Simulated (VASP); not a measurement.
Given:

```
PtSb2
1.0
    6.55038     0.00000     0.00000
    0.00000     6.55038     0.00000
    0.00000     0.00000     6.55038
Sb Pt
8 4
Cartesian
  4.09523   5.73034   0.82004
  0.82004   4.09523   5.73034
  4.09523   4.09523   4.09523
  2.45515   2.45515   2.45515
  5.73034   0.82004   4.09523
  5.73034   2.45515   0.82004
  0.82004   5.73034   2.45515
  2.45515   0.82004   5.73034
  0.00000   3.27519   3.27519
  3.27519   0.00000   3.27519
  0.00000   0.00000   0.00000
  3.27519   3.27519   0.00000
```

Computed with PBE GGA, VASP's PBE PAW potentials (set 64) (plane waves; VASP). Settings: 400 eV cut-off, 5×5×5 Γ-centred mesh, tetrahedra with Blöchl corrections, potentials Sb Pt.

The cores are frozen, which limits the accuracy of field gradients.

Give the principal components of the electric field gradient (V/Å²) and the asymmetry η at each nucleus.

```csv
atom,Vxx,Vyy,Vzz,η
Sb1,-27.0,-27.0,54.0,0.00
Sb2,-27.0,-27.0,54.0,0.00
Sb3,-27.0,-27.0,54.0,0.00
Sb4,-27.0,-27.0,54.0,0.00
Sb5,-27.0,-27.0,54.0,0.00
Sb6,-27.0,-27.0,54.0,0.00
Sb7,-27.0,-27.0,54.0,0.00
Sb8,-27.0,-27.0,54.0,0.00
Pt9,9.9,9.9,-19.8,0.00
Pt10,9.9,9.9,-19.8,0.00
Pt11,9.9,9.9,-19.8,0.00
Pt12,9.9,9.9,-19.8,0.00
```

The compound is PtSb2 in the pyrite structure. It was relaxed first, which changed the volume by +5 %.
